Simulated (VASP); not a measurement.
Write the native input for VASP 6.6.1 that does the following.

| Item | Value |
| --- | --- |
| Task | relaxation of shape and atoms at fixed volume |
| Functional | PBE |
| Dispersion | D3(BJ) |
| Potentials or basis | VASP PAW PBE potentials, release 64 (B, N) |
| Cutoff | 520 eV |
| k mesh | 6 × 6 × 2 |
| Occupations | gaussian, width 0.02 eV |
| Spin | no spin polarisation |
| Further INCAR settings | ALGO = Normal; EDIFF = 1e-07; IBRION = 2; EDIFFG = -0.002; NSW = 80; ISIF = 4 |

The structure of BN lies in POSCAR:

```
BN                                      
1.0
    2.5559166883      0.0000000000      0.0000000000
   -1.2779583442      2.2134887772      0.0000000000
    0.0000000000      0.0000000000      6.7257661069
  B               N             
     2     2
Direct
     0.3333333300000021    0.6666666699999979    0.2500000000000000
     0.6666666699999979    0.3333333300000021    0.7500000000000000
     0.3333333300000021    0.6666666699999979    0.7500000000000000
     0.6666666699999979    0.3333333300000021    0.2500000000000000
```

The cell isn't the ideal one: a relaxed cell with its volume scaled by 1.06.

The input as run:

INCAR

```
PREC     = Accurate       # precision mode
ENCUT    = 520            # plane-wave cutoff, eV
EDIFF    = 1E-7           # SCF threshold, eV
ISMEAR   = 0              # smearing method
SIGMA    = 0.02           # smearing width, eV
LREAL    = F              # projectors in reciprocal space
LASPH    = T              # aspherical terms in the spheres
NELM     = 100            # most SCF steps
ALGO     = Normal         # electronic algorithm
ISIF     = 4              # what is computed and relaxed
LWAVE    = F              # write WAVECAR
LCHARG   = F              # write CHGCAR
GGA      = PE             # functional
IVDW     = 12             # dispersion correction
IBRION   = 2              # ionic algorithm
NSW      = 80             # ionic steps
EDIFFG   = -0.002         # ionic threshold
```

KPOINTS

```
Automatic mesh
0
Gamma
  6 6 2
```

Potentials or basis: VASP PAW PBE potentials, release 64 (B, N).

Launch:

```console
$ cat potpaw_PBE.64/B/POTCAR potpaw_PBE.64/N/POTCAR > POTCAR
$ mpirun -np 1 vasp_std > vasp.out
```

It gave:

```json
{
 "Energy gained by relaxing": "20.0 meV/atom",
 "Ionic steps": "3",
 "Pressure after relaxing": "-1.3 GPa",
 "Band gap on the k mesh": "4.34 eV, indirect (least direct gap 4.64 eV)",
 "Dispersion energy per atom": "-0.132 eV"
}
```

Caveat: the k mesh is coarse (spacing up to 0.47 Å⁻¹), so the values aren't converged.

Run time: 14 s on 1 thread of AMD EPYC 7R13 Processor (Zen 3) (shared host), peak memory 0.13 GiB.
